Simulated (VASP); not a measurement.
Output of a VASP run:

File OSZICAR:
```
...
DAV:   1    -0.706768201912E+01   -0.18814E-02   -0.90613E-02  3424   0.286E+00    0.281E-01
DAV:   2    -0.706640617677E+01    0.12758E-02   -0.15150E-03  4355   0.673E-01    0.154E-01
DAV:   3    -0.706592746844E+01    0.47871E-03   -0.67513E-04  4603   0.715E-01    0.703E-02
DAV:   4    -0.706587926560E+01    0.48203E-04   -0.41784E-04  3863   0.693E-01    0.331E-02
DAV:   5    -0.706586549859E+01    0.13767E-04   -0.63637E-05  3729   0.256E-01    0.123E-02
DAV:   6    -0.706586559120E+01   -0.92608E-07   -0.31901E-06  2776   0.255E-02
  14 F= -.70658656E+01 E0= -.70658415E+01  d E =-.275448E-02
       N       E                     dE             d eps       ncg     rms          rms(c)
DAV:   1    -0.706808656264E+01   -0.22211E-02   -0.36063E-02  3458   0.354E+00    0.324E-01
DAV:   2    -0.706708186475E+01    0.10047E-02   -0.14354E-02  3255   0.376E+00    0.196E-01
DAV:   3    -0.706638721597E+01    0.69465E-03   -0.60745E-03  3433   0.270E+00    0.122E-01
DAV:   4    -0.706627896256E+01    0.10825E-03   -0.28493E-04  4618   0.512E-01    0.635E-02
DAV:   5    -0.706625061314E+01    0.28349E-04   -0.75259E-05  4909   0.238E-01    0.907E-03
DAV:   6    -0.706625007289E+01    0.54026E-06   -0.99841E-06  4717   0.709E-02
  15 F= -.70662501E+01 E0= -.70662420E+01  d E =-.384482E-03
       N       E                     dE             d eps       ncg     rms          rms(c)
DAV:   1    -0.707112821603E+01   -0.48776E-02   -0.89620E-02  3450   0.556E+00    0.509E-01
DAV:   2    -0.706863406839E+01    0.24941E-02   -0.35568E-02  3262   0.592E+00    0.309E-01
DAV:   3    -0.706692078375E+01    0.17133E-02   -0.15225E-02  3426   0.422E+00    0.194E-01
DAV:   4    -0.706664862329E+01    0.27216E-03   -0.71416E-04  4602   0.816E-01    0.100E-01
DAV:   5    -0.706657902043E+01    0.69603E-04   -0.19235E-04  4916   0.381E-01    0.146E-02
DAV:   6    -0.706657747682E+01    0.15436E-05   -0.25462E-05  4780   0.114E-01    0.797E-03
DAV:   7    -0.706657747021E+01    0.66057E-08   -0.43418E-07  1778   0.928E-03
  16 F= -.70665775E+01 E0= -.70666091E+01  d E =-.711879E-03
       N       E                     dE             d eps       ncg     rms          rms(c)
DAV:   1    -0.706766320930E+01   -0.10857E-02   -0.20588E-02  3450   0.265E+00    0.245E-01
DAV:   2    -0.706709496517E+01    0.56824E-03   -0.82964E-03  3248   0.284E+00    0.149E-01
DAV:   3    -0.706669202618E+01    0.40294E-03   -0.35126E-03  3440   0.205E+00    0.921E-02
DAV:   4    -0.706663016468E+01    0.61861E-04   -0.16413E-04  4633   0.385E-01    0.478E-02
DAV:   5    -0.706661367341E+01    0.16491E-04   -0.43394E-05  4903   0.179E-01    0.705E-03
DAV:   6    -0.706661328018E+01    0.39323E-06   -0.48186E-06  3324   0.539E-02
  17 F= -.70666133E+01 E0= -.70666686E+01  d E =-.747689E-03
       N       E                     dE             d eps       ncg     rms          rms(c)
DAV:   1    -0.706667688429E+01   -0.63211E-04   -0.13097E-03  3449   0.667E-01    0.620E-02
DAV:   2    -0.706664214310E+01    0.34741E-04   -0.54222E-04  3248   0.728E-01    0.384E-02
DAV:   3    -0.706661522453E+01    0.26919E-04   -0.22679E-04  3432   0.526E-01    0.230E-02
DAV:   4    -0.706661125043E+01    0.39741E-05   -0.99804E-06  4228   0.925E-02    0.122E-02
DAV:   5    -0.706660990369E+01    0.13467E-05   -0.23529E-06  2403   0.456E-02    0.144E-03
DAV:   6    -0.706660992049E+01   -0.16797E-07   -0.42515E-07  1631   0.162E-02
  18 F= -.70666099E+01 E0= -.70666717E+01  d E =-.744329E-03
```

OUTCAR:
```
------------------------ aborting loop because EDIFF is reached ----------------------------------------
  FORCE on cell =-STRESS in cart. coord.  units (eV):
  Direction    XX          YY          ZZ          XY          YZ          ZX
  --------------------------------------------------------------------------------------
  Total       -0.0028217     -0.0028217      0.0074946      0.0000000     -0.0000000      0.0000000
  in kB       -0.1508682     -0.1508682      0.4007118      0.0000000     -0.0000000      0.0000000
  external PRESSURE =       0.0329918 kB  Pullay stress =       0.0000000 kB
  volume of cell :       29.97
      direct lattice vectors                 reciprocal lattice vectors
     2.837916473  0.000000000 -0.000000000     0.352371188  0.000000000  0.000000000
     0.000000000  2.837916473 -0.000000000     0.000000000  0.352371188  0.000000000
    -0.000000000 -0.000000000  3.720726126     0.000000000  0.000000000  0.268764743
 POSITION                                       TOTAL-FORCE (eV/Angst)
 -----------------------------------------------------------------------------------
      0.00000      0.00000     -0.00000         0.000000      0.000000      0.000000
      1.41896      1.41896      1.86036        -0.000000     -0.000000      0.000000
 -----------------------------------------------------------------------------------
    total drift:                               -0.000000      0.000000      0.000000
  FREE ENERGIE OF THE ION-ELECTRON SYSTEM (eV)
  ---------------------------------------------------
  free  energy   TOTEN  =        -7.0666099205 eV

  energy  without entropy=       -7.0667952314  energy(sigma->0) =       -7.06667169

 reached required accuracy - stopping structural energy minimisation
```
(Selected blocks of OUTCAR.)

File POSCAR:
```
CuAu
1
    2.8854007948     0.0000000000     0.0000000000
   -0.0000000000     2.8854007948    -0.0000000000
   -0.0000000000     0.0000000000     3.6008294386
Cu Au
1 1
Direct
  0.0000000000   0.0000000000   0.0000000000
  0.5000000000   0.5000000000   0.5000000000
```

**Question.** Reconstruct the remaining input files.

**Answer.** Several could match; the one computed here: the input of the run itself, PBE GGA, plane waves, VASP's PBE PAW potentials (set 64).

**INCAR**
```
# general
SYSTEM  = CuAu
PREC    = Accurate
ENCUT   = 400
LREAL   = F
LASPH   = T

# electronic loop
EDIFF   = 1E-6
NELM    = 100
ALGO    = Normal
LMAXMIX = 6

# smearing
ISMEAR  = 1
SIGMA   = 0.1

# functional
GGA     = PE

# ions
IBRION  = 2
NSW     = 60
ISIF    = 3
EDIFFG  = -0.01

# output
LWAVE   = F
LCHARG  = F
```

KPOINTS:
```
Automatic mesh
0
Gamma
11 11 9
0 0 0
```

POTCAR, in this order: Cu Au (PBE.64 set). Program: vasp_std.

The compound is CuAu in the L1_0 structure. This run relaxes it. Symmetry was kept, so distortions that lower it aren't found. The start is the result of an earlier pass.
